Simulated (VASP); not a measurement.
LiH: band gap against strain

LiH (rock salt, Fm-3m, 7.856 Å³/atom and stress up to 0.03 GPa in the relaxed cell, cube axes along x, y and z) under an equal strain ε along all three axes. PBEsol in VASP (plane waves, PAW), 600 eV, 14×14×14 Γ-centred mesh, Gaussian smearing 0.05 eV; ions are relaxed, or left where forces stay under 0.02 eV/Å, within the symmetry of each cell. Against the start cell, which lies near the measured one, the relaxed cell differs by -7.5 % in volume; the values below rest on it. Gaps are the smallest on the run's k-mesh, which can miss an edge that lies off it, without spin-orbit coupling; in all rows the valence edge lies at about 1.6 Å⁻¹ from Γ and the conduction edge at about 1.6 Å⁻¹ from Γ.

Here s stands for strain and Eg for gap.

```csv
strain (%),gap (eV)
-3.00,?
-1.50,2.68
-1.00,2.70
-0.50,2.71
0.00,2.73
0.50,2.74
1.00,2.75
1.50,2.76
```

Task: Fit Eg against s with a straight line, and predict the withheld value at s = -3.00.

Result: Means: s 0, Eg 2.724. About the means, the sum of products is 0.18500 and the sum of squares of s is 7.0000; the slope is their ratio. Least squares gives Eg = 2.724 + 0.0264·s. Residuals (row less fit): -0.004, 0.002, -0.001, 0.006, 0.003, 0.000, -0.004; standard error 0.004 (degrees of freedom: 5). Over these rows the gap moves by 2.6 ± 0.2 eV per unit strain, or 0.9 eV per unit of ln V. At the withheld row, Eg = 2.724 + 0.0264 × (-3.0) = 2.645 eV. The calculation gives 2.64 eV, which the fit meets to the printed digits. The row lies outside the fitted rows, so this is an extrapolation. The scatter of the fitted rows lies at the last printed digit.

Other structures, which can take over under pressure, weren't tried. Rows are the converged runs of the series near zero and its far end, less any whose ions stayed unrelaxed beside relaxed ones; series whose fitted rows scatter by over a few per cent of the range, as at a crossing or softening among them, aren't shown in this form. Most that stay on the fit to the last digits aren't either.
